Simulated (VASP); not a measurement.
Input:

```
AuCu
1.0
    2.80000     0.00000     0.00000
    0.00000     2.80000     0.00000
    0.00000     0.00000     3.67000
Cu Au
1 1
Direct
  0.00000   0.00000   0.00000
  0.50000   0.50000   0.50000
```

The numbers are results of TPSS meta-GGA, VASP's PBE PAW potentials (set 64) (plane waves; VASP), not measurements. Numerical set-up: 520 eV cut-off, 12×12×9 Γ-centred mesh, first-order Methfessel-Paxton smearing of 0.10 eV, potentials Cu Au.

The ions, cell shape and volume are relaxed. Which structure does the run end with?

```
AuCu
1.0
    2.85727     0.00000     0.00000
    0.00000     2.85727     0.00000
    0.00000     0.00000     3.55836
Cu Au
1 1
Direct
  0.00000   0.00000   0.00000
  0.50000   0.50000   0.50000
```
Space group P4/mmm (123), at a tolerance of 0.03 Å.

How do energy and volume change from the first to the last step?

The energy (σ→0) changes by -4.3 meV/atom and the volume by +1.0 %, in 9 ionic steps.

```json
[
 {"step": "1", "E(σ→0) (eV)": "-15.2638", "max force (eV/Å)": "0.000", "pressure (GPa)": "2.06", "volume (Å³)": "28.77"},
 {"step": "2", "E(σ→0) (eV)": "-15.2641", "max force (eV/Å)": "0.000", "pressure (GPa)": "-2.60", "volume (Å³)": "29.55"},
 {"step": "3", "E(σ→0) (eV)": "-15.2666", "max force (eV/Å)": "0.000", "pressure (GPa)": "-0.36", "volume (Å³)": "29.15"},
 {"step": "4", "E(σ→0) (eV)": "-15.2687", "max force (eV/Å)": "0.000", "pressure (GPa)": "-0.40", "volume (Å³)": "29.15"},
 {"step": "5", "E(σ→0) (eV)": "-15.2711", "max force (eV/Å)": "0.000", "pressure (GPa)": "-0.39", "volume (Å³)": "29.14"},
 {"step": "6", "E(σ→0) (eV)": "-15.2716", "max force (eV/Å)": "0.000", "pressure (GPa)": "-0.34", "volume (Å³)": "29.10"},
 {"step": "7", "E(σ→0) (eV)": "-15.2724", "max force (eV/Å)": "0.000", "pressure (GPa)": "-0.37", "volume (Å³)": "29.12"},
 {"step": "8", "E(σ→0) (eV)": "-15.2719", "max force (eV/Å)": "0.000", "pressure (GPa)": "0.98", "volume (Å³)": "28.89"},
 {"step": "9", "E(σ→0) (eV)": "-15.2724", "max force (eV/Å)": "0.000", "pressure (GPa)": "-0.01", "volume (Å³)": "29.05"}
]
```

The compound is CuAu in the L1_0 structure. This run relaxes it. Symmetry was kept, so distortions that lower it aren't found.
